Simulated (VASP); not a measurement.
Method: PBEsol GGA, VASP's PBE PAW potentials (set 64) (plane waves; VASP).

Input for VASP

KPOINTS:
```
Automatic mesh
0
Gamma
7 7 1
0 0 0
```

### INCAR
```
ALGO = Normal
DIPOL = 0.5 0.5 0.5
EDIFF = 1E-6
ENCUT = 400
GGA = PS
IDIPOL = 3
ISMEAR = 1
LASPH = T
LCHARG = F
LDIPOL = T
LORBIT = 11
LREAL = F
LVHAR = T
LWAVE = F
NELM = 100
NELMIN = 4
PREC = Normal
SIGMA = 0.1
SYSTEM = Ca(100) slab
```

**POSCAR**
```
Ca(100) slab
1
    3.8581960087     0.0000000000     0.0000000000
    0.0000000000     3.8581960087     0.0000000000
    0.0000000000     0.0000000000    25.5801335919
Ca
4
Direct
  0.0000000000   0.5000000000   0.3403403006
  0.5000000000   0.0000000000   0.4461211678
  0.0000000000   0.5000000000   0.5538788322
  0.5000000000   0.0000000000   0.6596596994
```

POTCAR, in this order: Ca_sv (PBE.64 set). Program: vasp_std. Read from the step before: WAVECAR.

What does the run give for the energy per atom (σ→0), band gap (on the k-mesh)?

```json
{
 "energy per atom (σ→0)": "-1.901 eV/atom",
 "band gap (on the k-mesh)": "none (metal, semimetal or under 0.01 eV)"
}
```

**OSZICAR**
```
       N       E                     dE             d eps       ncg     rms          rms(c)
DAV:   1    -0.760392698306E+01   -0.76039E+01   -0.73646E-05   536   0.303E-02    0.516E-03
DAV:   2    -0.760392170961E+01    0.52734E-05   -0.68895E-05   576   0.245E-02    0.275E-03
DAV:   3    -0.760392094951E+01    0.76009E-06   -0.10552E-05   400   0.947E-03    0.830E-04
DAV:   4    -0.760392088211E+01    0.67397E-07   -0.87926E-07   360   0.324E-03
   1 F= -.76039209E+01 E0= -.76031240E+01  d E =-.239067E-02
```

The cell is a thin slab with vacuum, built from Ca (fcc): (100) face.
